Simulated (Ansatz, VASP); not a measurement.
**Si63C11 (amorphous Si0.85C0.15): VASP beside Ansatz**

Aim: how closely do two programs agree when they are given the same cell, functional and k mesh? The cell is taken from a series of runs on this material, whose earlier steps may have relaxed, scaled, displaced or heated it; both programs get it as it stands.

Calculated with Ansatz 0.2.0; plane waves, with VASP 6.6.1 beside it; single point at PBE.

## 1. Starting point

The cell holds 148 atoms: 126 Si and 22 C. Its edges and angles: a = 13.515 Å, b = 13.515 Å, c = 13.515 Å, α = 90.0°, β = 90.0°, γ = 90.0°. As first built, before any earlier steps moved the atoms (in the runner's words): 148 atoms (126 Si, 22 C) placed at random at 2.56 g/cm^3, melted at 4500 K for 10 ps at fixed volume with the Erhart-Albe potential (Erhart and Albe, Phys. Rev. B 71, 035211 (2005)). Quenched from 4500 K to 100 K at 50 K/ps and fixed volume, held 5 ps.

## 2. VASP: single point, PBE

A single point gives forces, pressure and levels at one fixed geometry, so differences don't come from the geometry; what else differs is listed under the comparison.

Lines of VASP's logs that name or quote its potential files are left out, and so is its time.

Input file INCAR:

```
SYSTEM = Si63C11
PREC = Accurate
ENCUT = 600
EDIFF = 1E-06
NELM = 120
ISMEAR = -1
SIGMA = 0.025
LREAL = Auto
ALGO = Normal
GGA = PE
NBANDS = 399
LORBIT = 11
LWAVE = .FALSE.
LCHARG = .FALSE.
ISIF = 2
LASPH = .TRUE.
GGA_COMPAT = .FALSE.
```

Input file POSCAR:

```
Si63C11
1.0
   13.5152000000      0.0000000000      0.0000000000
    0.0000000000     13.5152000000      0.0000000000
    0.0000000000      0.0000000000     13.5152000000
Si C
126 22
Direct
    0.5387400000      0.1464800000      0.9853900000
    0.1682000000      0.9917400000      0.3118500000
    0.9572400000      0.8468200000      0.6409500000
    0.7572300000      0.5973900000      0.9228400000
    0.3325700000      0.0358800000      0.8505900000
    0.3693400000      0.2509700000      0.0749900000
    0.8397300000      0.8814800000      0.5011300000
    0.6287000000      0.1379800000      0.4476600000
    0.9986100000      0.2385800000      0.2841000000
    0.5298700000      0.3458300000      0.8953500000
    0.1077900000      0.3237600000      0.9320000000
    0.9436300000      0.1686700000      0.0623000000
    0.9993900000      0.4497200000      0.8907900000
    0.6757000000      0.7682300000      0.9340500000
    0.6036200000      0.1019100000      0.8241100000
    0.0726500000      0.0656800000      0.9955200000
    0.0586500000      0.9463600000      0.8659800000
    0.6337600000      0.4664800000      0.0940400000
    0.8899000000      0.6182800000      0.8038800000
    0.1044200000      0.3267200000      0.1074200000
    0.5393000000      0.8570700000      0.4184700000
    0.3800000000      0.6339400000      0.1011800000
    0.9620800000      0.8247200000      0.9490200000
    0.4105400000      0.5928000000      0.3345600000
    0.7686800000      0.6731600000      0.3967100000
    0.4799400000      0.4706500000      0.5693600000
    0.1153000000      0.6208700000      0.5774300000
    0.3648900000      0.3930800000      0.4777200000
    0.2846600000      0.5308700000      0.4279300000
    0.6838300000      0.8787300000      0.3263500000
[... 112 atom lines left out ...]
    0.4554900000      0.9567900000      0.6455700000
    0.1791500000      0.8719800000      0.1268200000
    0.8505100000      0.3789700000      0.6575100000
    0.6272600000      0.6816400000      0.7037700000
    0.7695400000      0.1612700000      0.2421500000
    0.9807000000      0.2776500000      0.1461300000
```

Input file KPOINTS:

```
Automatic mesh
0
Gamma
1 1 1
0 0 0
```

PAW data sets: Si and C (PBE family, release 64).

Started as:

```sh
export OMP_NUM_THREADS=3
mpirun -np 1 vasp_gam
```

Numbers of over 12 decimals in the logs are rounded to 6 here.

The log of the run:

```text
[banner, memory and clock lines left out]
running    1 mpi-ranks, on    1 nodes
[...]
Offloading initialized ...    1 GPUs detected
[...]
LDA part: xc-table for (Slater+PW92), standard interpolation
 POSCAR, INCAR and KPOINTS ok, starting setup
[...]
entering main loop
       N       E                     dE             d eps       ncg     rms          rms(c)
DAV:   1     0.335503997031E+04    0.33550E+04   -0.29450E+05   798   0.150E+03
DAV:   2    -0.403739190483E+03   -0.37588E+04   -0.35242E+04  1004   0.247E+02
DAV:   3    -0.851586396153E+03   -0.44785E+03   -0.43214E+03   988   0.757E+01
DAV:   4    -0.870866115539E+03   -0.19280E+02   -0.18983E+02   972   0.174E+01
[...]
DAV:  19    -0.826693865781E+03   -0.62749E-05   -0.54412E-05   948   0.102E-02    0.105E-02
DAV:  20    -0.826693867333E+03   -0.15518E-05   -0.90448E-06   900   0.446E-03    0.605E-03
DAV:  21    -0.826693867981E+03   -0.64817E-06   -0.42240E-06   796   0.285E-03
   1 F= -.82669387E+03 E0= -.82663740E+03  d E =-.112937E+00
```

From OUTCAR (step 2):

```text
  Total       23.8293015     58.6249284     46.2307297    -29.1781066    -21.3723502     -4.5143798
  in kB       15.4651616     38.0474432     30.0036369    -18.9365238    -13.8706059     -2.9298221
  external PRESSURE =      27.8387472 kB  Pullay stress =       0.0000000 kB

 POSITION                                       TOTAL-FORCE (eV/Angst)
 -----------------------------------------------------------------------------------
      7.28118      1.97971     13.31774        -0.357047      1.313243     -0.636173
      2.27326     13.40356      4.21472         0.821536     -0.194433     -0.179415
[...]
1.30462      4.35027      7.71772        -0.648015      0.447995     -0.256380
      9.96530     11.61956      0.89025        -0.287803      0.806346     -0.248645
     11.03989      1.05905      1.80685         0.010189     -0.276094      0.648504
      0.63913     12.33559      1.09297         0.485507     -0.338199     -0.167052
      3.92711      1.67507      7.15387        -0.418960      0.169129      0.020131
      6.45635     10.47482      2.13716        -0.340492     -0.255134      0.232991
      7.88558      0.23435      1.03635         0.671919     -1.571202     -0.099825
      8.29739      4.96211      7.39579        -0.350372     -0.145678     -0.043895
      7.28118      9.14357      5.55745         0.689706     -0.311498     -0.373517
      6.93330     11.41669     12.02055         0.265432      0.073538      0.182638
     11.41602      3.05687      4.83425        -0.753875      0.339323     -1.162621
[...]
-----------------------------------------------------------------------------------
    total drift:                               -0.022509      0.006707      0.022390

  FREE ENERGIE OF THE ION-ELECTRON SYSTEM (eV)
  ---------------------------------------------------
  free  energy   TOTEN  =      -826.6938679810 eV

  energy  without entropy=     -826.5809308431  energy(sigma->0) =     -826.63739941

[... 3 further parts left out ...]
[key lines of the parts left out:]
E-fermi :   6.9505
```

The run ends at a pressure of 2.78 GPa, with forces up to 1.9 eV/Å.

## 3. Ansatz: single point, PBE

Ansatz runs on its default PAW (the set named soft_2) files.

The same cell, functional, mesh and smearing now go to Ansatz, which takes its cutoff from its data sets.

Input file input.yaml:

```yaml
crystal:
  lattice:
    - [13.5152, 0.0, 0.0]
    - [0.0, 13.5152, 0.0]
    - [0.0, 0.0, 13.5152]
  atoms:
    - { symbol: Si, position: [0.53874, 0.14648, 0.98539] }
    - { symbol: Si, position: [0.1682, 0.99174, 0.31185] }
    - { symbol: Si, position: [0.95724, 0.84682, 0.64095] }
    - { symbol: Si, position: [0.75723, 0.59739, 0.92284] }
    - { symbol: Si, position: [0.33257, 0.03588, 0.85059] }
    - { symbol: Si, position: [0.36934, 0.25097, 0.07499] }
    - { symbol: Si, position: [0.83973, 0.88148, 0.50113] }
    - { symbol: Si, position: [0.6287, 0.13798, 0.44766] }
    - { symbol: Si, position: [0.99861, 0.23858, 0.2841] }
    - { symbol: Si, position: [0.52987, 0.34583, 0.89535] }
    - { symbol: Si, position: [0.10779, 0.32376, 0.932] }
    - { symbol: Si, position: [0.94363, 0.16867, 0.0623] }
    - { symbol: Si, position: [0.99939, 0.44972, 0.89079] }
    - { symbol: Si, position: [0.6757, 0.76823, 0.93405] }
    - { symbol: Si, position: [0.60362, 0.10191, 0.82411] }
    - { symbol: Si, position: [0.07265, 0.06568, 0.99552] }
    - { symbol: Si, position: [0.05865, 0.94636, 0.86598] }
    - { symbol: Si, position: [0.63376, 0.46648, 0.09404] }
    - { symbol: Si, position: [0.8899, 0.61828, 0.80388] }
    - { symbol: Si, position: [0.10442, 0.32672, 0.10742] }
    - { symbol: Si, position: [0.5393, 0.85707, 0.41847] }
    - { symbol: Si, position: [0.38, 0.63394, 0.10118] }
    - { symbol: Si, position: [0.96208, 0.82472, 0.94902] }
    - { symbol: Si, position: [0.41054, 0.5928, 0.33456] }
    - { symbol: Si, position: [0.76868, 0.67316, 0.39671] }
    - { symbol: Si, position: [0.47994, 0.47065, 0.56936] }
    - { symbol: Si, position: [0.1153, 0.62087, 0.57743] }
    - { symbol: Si, position: [0.36489, 0.39308, 0.47772] }
    - { symbol: Si, position: [0.28466, 0.53087, 0.42793] }
    - { symbol: Si, position: [0.68383, 0.87873, 0.32635] }
[... 112 atom lines left out ...]
    - { symbol: C, position: [0.45549, 0.95679, 0.64557] }
    - { symbol: C, position: [0.17915, 0.87198, 0.12682] }
    - { symbol: C, position: [0.85051, 0.37897, 0.65751] }
    - { symbol: C, position: [0.62726, 0.68164, 0.70377] }
    - { symbol: C, position: [0.76954, 0.16127, 0.24215] }
    - { symbol: C, position: [0.9807, 0.27765, 0.14613] }
kpoints:
  mp_grid: { grid: [1, 1, 1] }
hamiltonian:
  xc: pbe
scf:
  occupations: { method: fermi_dirac, width: 0.025 }
output:
  forces: true
  stress: true
  populations: true
  dos:
    method: { smearing: { sigma: 0.08 } }
    de: 0.1
    projected: { site_lists: { C: [C], Si: [Si] } }
  eigenvalues: true
  write_density: true
  write_potential: true
  volumetric_format: npy
```

Started as:

```sh
ansatz run input.yaml --threads 4 --pin off --max-ram 8192MiB --backend cpu --events-out ev --progress --plain --runs-dir out
```

The log of the run:

```text
Engine: ansatz 0.2.0, aarch64-unknown-linux-gnu
Pseudopotentials: kind: paw
Pseudopotential: Si, paw, valence charge 4, recommended cutoff 420 eV (normal), Si.paw.azcp
Pseudopotential: C, paw, valence charge 4, recommended cutoff 420 eV (normal), C.paw.azcp
Functional definition: PBE
  parameter kappa = 0.804
  parameter beta = 0.066725
  exchange = pbe_x(kappa = kappa, mu = beta*pi^2/3)
  correlation = pbe_c(beta = beta)
Crystal: 148 atoms, lattice volume = 2468.695 Å³
Basis set: ecut = 420 eV, 48489 PW (Γ), exchange–correlation on 192×192×192 points (8 copies of the dense FFT grid, shifted against one another)
Bands: 444, of which v1, the nominal top of the filled ones, is band 296 counted from 1 (295 counted from 0)
Symmetry: 1 space group operations
Space group: P1 (ITA 1), of the structure as read, at distance tolerance 1.4e-4 Å
k-points: 1
Non-local potential: Si, projectors of the file, l = 0: 2, l = 1: 2, l = 2: 2
Non-local potential: C, projectors of the file, l = 0: 2, l = 1: 2, l = 2: 1
PAW form: soft (Blöchl's): semilocal exchange-correlation on the pseudo side does not see the compensation charge
PAW one-centre angular grid: Si, 110 points (default); XC on 64 Gauss nodes
PAW one-centre angular grid: C, 110 points (default); XC on 64 Gauss nodes
Initial density: superposition of atomic densities (neutral atoms: chi_scale 0, normalization atom), corrected by the library's trained network
Initial wavefunctions: pseudopotential atomic-orbital guess
Functional: x = pbe(κ = 0.804, μ = 0.219515), c = pbe(β = 0.066725)
SCF iter   1: F=—  HF=-85573.151983 eV  |F-HF|=—  |Δ(HF+E_count)|=         —  Δρ=4.82e-3  dr2=1.62e0  ethr=1.77e-3  ⟨swp⟩=6.0  Hψ=2057  notcnv=0  defer=65
preconditioner: auto → Kerker (q_TF=auto, 2.150 Å⁻¹)  [metal: Δε(μ)=0.011 eV  Ē_g=8.381 eV  σ=0.025 eV  W_gap=0.11  n_scr=436 (ndim 8)  ℏωp=18.2 eV  f_vac=0.000  D(μ)=50.64/eV (n_scr^D=304)]
SCF iter   2: F=—  HF=-85573.024628 eV  |F-HF|=—  |Δ(HF+E_count)|=   1.27e-1  Δρ=2.68e-3  dr2=6.00e-1  ethr=2.73e-4  ⟨swp⟩=1.0  Hψ=511  notcnv=0  defer=118
SCF iter   3: F=—  HF=-85572.952949 eV  |F-HF|=—  |Δ(HF+E_count)|=   7.17e-2  Δρ=4.94e-4  dr2=2.01e-2  ethr=1.01e-4  ⟨swp⟩=3.0  Hψ=558  notcnv=0  defer=118
SCF iter   4: F=—  HF=-85572.951985 eV  |F-HF|=—  |Δ(HF+E_count)|=   9.64e-4  Δρ=1.69e-4  dr2=3.58e-3  ethr=3.40e-6  ⟨swp⟩=2.0  Hψ=616  notcnv=0  defer=125
SCF iter   5: F=—  HF=-85572.951855 eV  |F-HF|=—  |Δ(HF+E_count)|=   1.29e-4  Δρ=5.59e-5  dr2=4.14e-4  ethr=6.05e-7  ⟨swp⟩=2.0  Hψ=616  notcnv=0  defer=125
SCF iter   6: F=—  HF=-85572.951882 eV  |F-HF|=—  |Δ(HF+E_count)|=   2.72e-5  Δρ=1.91e-5  dr2=3.68e-5  ethr=6.99e-8  ⟨swp⟩=3.0  Hψ=654  notcnv=0  defer=125
SCF iter   7: F=—  HF=-85572.951498 eV  |F-HF|=—  |Δ(HF+E_count)|=   3.85e-4  Δρ=6.39e-6  dr2=4.17e-6  ethr=6.22e-9  ⟨swp⟩=2.0  Hψ=734  notcnv=0  defer=125
SCF iter   8: F=—  HF=-85572.951498 eV  |F-HF|=—  |Δ(HF+E_count)|=   3.63e-7  Δρ=2.08e-6  dr2=4.18e-7  ethr=7.05e-10  ⟨swp⟩=3.0  Hψ=651  notcnv=0  defer=125
SCF iter   9: F=-85572.951498 eV  HF=-85572.951498 eV  |F-HF|=3.74e-8  |Δ(HF+E_count)|=   5.33e-8  Δρ=7.47e-7  dr2=6.74e-8  ethr=1.69e-11  ⟨swp⟩=18.0  Hψ=3925  notcnv=0
SCF 1 converged in 9 iterations: F = -85572.951498 eV  dr2 = 6.74e-8
  greatest PAW one-centre occupation: 0.670 electrons in one spin orbital (limit 2), on the Si atom at site 71 (counted from 0), in its partial waves of l = 0
SCF converged after 9 iterations
Free energy (F): -85572.951498 eV
Harris-Foulkes:  -85572.951498 eV  (|F-HF|=3.74e-8)
Internal energy: -85572.838623 eV  (E = F + TS)
E sigma→0 (E₀):  -85572.895060 eV
Entropy (-TS):   -0.112875 eV (-0.763 meV/atom)
Fermi energy:    7.543413 eV
--- Per-component energies (eV) ---
  E_band       = 1035.131012
  E_kinetic    = 7113.095623
  E_local      = -7694.862214  (includes V_loc(G=0)·N_el)
  E_nonlocal   = 3855.520509
  E_hartree    = 2720.701352
  E_xc         = -8042.749050
  E_vxc        = -7242.473900  (∫ρ·V_xc dr)
  E_paw        = -66774.170976  (= ΣΔE_a)
  E_vpaw       = -437.547319  (= ΣTr[D̂ρ^β])
  E_aug_tail   = 0.000941  (compensation charges beyond the density's cutoff)
  E_ewald      = -16750.374808
  E_smearing   = -0.112875  (= −TS)
  E_closure    = -0.000000  (closes the sum)
  Σ components = -85572.951498   (vs F -85572.951498, Δ=0.00e0)
--- Forces (eV/Å), atoms counted from 1 ---
  atom   1  Si    -0.36441375     1.31911234    -0.63698608
  atom   2  Si     0.81778972    -0.20206498    -0.18119177
  atom   3  Si    -0.22030267     0.42816710    -0.03352395
  atom   4  Si     0.08853551    -0.10511758    -0.32939287
  atom   5  Si     0.71432939     0.45722674    -0.20119033
  atom   6  Si     0.72420274    -0.01847020    -0.67959551
  atom   7  Si     0.21467458     0.38690158    -1.00532148
  atom   8  Si     0.59055462    -0.40422583     0.11859793
  atom   9  Si     0.00458949    -0.11108922    -0.21822630
[...]
atom 131  C     -1.56167422     0.43865222     0.11738374
  atom 132  C      0.29323075    -0.37943846    -0.09271763
  atom 133  C     -0.04257984     0.39700673    -0.34060559
  atom 134  C     -0.17336359    -0.28659180     0.62243116
  atom 135  C      0.19324227    -1.52625189     0.82870608
  atom 136  C      0.42459164     0.38692813     0.00474808
  atom 137  C     -0.25855838    -0.43518455     0.37301581
  atom 138  C      0.40399678     0.10427718    -0.29677239
  atom 139  C     -0.73024218    -0.26033467     0.26036313
  atom 140  C      0.16081898     1.59931510    -0.43731795
  atom 141  C     -0.84657151     0.46046384     0.60749545
  atom 142  C      0.45517012     0.04527081     0.05655148
  atom 143  C      0.20062423    -0.69981469     0.21028513
  atom 144  C     -0.72803526    -1.66129079    -0.62366570
  atom 145  C      0.03720825     0.24249695    -0.00812624
  atom 146  C     -0.53648775     0.18005478    -0.46468239
  atom 147  C     -0.38191810     0.53539208    -0.06926743
  atom 148  C      0.19456031    -0.31065004     0.46057136
  max |Σ_I F_I| component: 4.25e-5 eV/Å
--- Stress (GPa, compression-positive) ---
        1.632791      -1.889000      -0.290642
       -1.889000       3.882946      -1.386773
       -0.290642      -1.386773       3.086035
  P = ⅓ Tr σ = 2.8673 GPa (28.673 kbar)
--- Band table (eV) ---
  k-point 0: bands = [... 292 lower, 7.3615, 7.4404, 7.4980, 7.5319, 7.5498, 7.6018, 7.6479, 7.6781, ... 144 higher]
--- Löwdin populations: 148 sites ---
  site symbol       q [e]
     0     Si      3.8929
     1     Si      3.7139
     2     Si      4.0094
     3     Si      4.0198
     4     Si      3.9853
     5     Si      3.9232
     6     Si      3.7039
     7     Si      3.7229
     8     Si      3.6965
     9     Si      3.9090
    10     Si      4.0085
    11     Si      3.7076
    12     Si      3.9903
    13     Si      4.0440
    14     Si      4.0172
    15     Si      4.0313
    16     Si      3.8687
    17     Si      3.7127
    18     Si      3.9748
    19     Si      3.6518
    20     Si      4.0389
    21     Si      4.0107
    22     Si      4.0462
    23     Si      3.9529
[...]
140      C      4.5985
   141      C      4.5711
   142      C      4.8502
   143      C      4.5389
   144      C      4.8119
   145      C      4.1802
   146      C      4.8090
   147      C      4.8462
  spilling = 0.012382 (of n_electrons = 592.000000)
```

The column dr2 measures how far the density is from self-consistency, as an energy; F and HF (Harris–Foulkes) agree once it is small.

## 4. Comparison

Known differences besides the potentials themselves: the cutoff is 420 eV in Ansatz and 600 eV in VASP (PREC = Accurate, projectors in real space). Total energies have different zeros and are not compared.

Compared:

```
      quantity  Ansatz  VASP  difference
pressure (GPa)    2.87  2.78       +0.08
```

Forces on 9 of the 148 atoms, those with the largest forces and the largest differences (eV/Å; atoms numbered as in POSCAR):

```
 atom          Ansatz x, y, z            VASP x, y, z
 Si79   0.681, -1.576, -0.100   0.672, -1.571, -0.100
Si124   -0.204, -0.518, 1.448   -0.197, -0.515, 1.442
 C128   -0.449, -1.281, 1.123   -0.438, -1.258, 1.098
 C129  -0.165, -0.149, -0.430  -0.130, -0.146, -0.447
 C131    -1.562, 0.439, 0.117    -1.558, 0.458, 0.152
 C135    0.193, -1.526, 0.829    0.203, -1.543, 0.838
 C140    0.161, 1.599, -0.437    0.157, 1.586, -0.444
 C144  -0.728, -1.661, -0.624  -0.737, -1.688, -0.640
 C146   -0.536, 0.180, -0.465   -0.551, 0.163, -0.436
```

The forces differ by 6.7 meV/Å r.m.s., which is 1.4 % of the r.m.s. force of 0.492 eV/Å (both taken over all components).

## 5. Outcome

| Item | Value |
| --- | --- |
| r.m.s. force difference (single point, PBE) | 1.4 % of the r.m.s. force |

**Reading.** The r.m.s. force difference is 1.4 % of the r.m.s. force (single point, PBE), within the 3 % picked in this series as the mark of a large difference. Such differences can come from data sets, numerical settings and the points named under the comparisons, not from the functional's error against experiment.

[Lines on the potential files, build, host, timing and source positions are cut from VASP's logs without a mark.]

[Logs are printed without paths, hosts, clocks, repeated set-up lines and the standing remarks that a program may print on its own settings, such as how far it seeks lower states.]

[Hosts, paths, dates, database ids (printed as entryN), source tags and the programs' standing remarks are cut or masked in the printed files.]
